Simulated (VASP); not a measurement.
Input:

```
ZrP
1.0
    0.00000     2.90065     2.90065
    2.90065     0.00000     2.90065
    2.90065     2.90065     0.00000
Zr P
1 1
Direct
  0.00000   0.00000   0.00000
  0.25000   0.25000   0.25000
```

These are PBEsol GGA, VASP's PBE PAW potentials (set 64) (plane waves; VASP) values and carry that method's errors. Settings: 400 eV cut-off, Gaussian smearing of 0.050 eV, potentials Zr_sv P.

Estimate the band gap (along the path) with the smallest direct gap where there is one.

```
Item                                                         Result
-------------------------  ----------------------------------------
band gap (along the path)  none (metal, semimetal or under 0.01 eV)
```

Only differences to runs with the same potentials and settings are physical.

The structure was generated: ZrP was put into the zinc blende type (F-43m), which need not be its known phase. It was relaxed first, which changed the volume by -29 %. The electron count is odd and the run is not spin-polarised, which forces a metal.
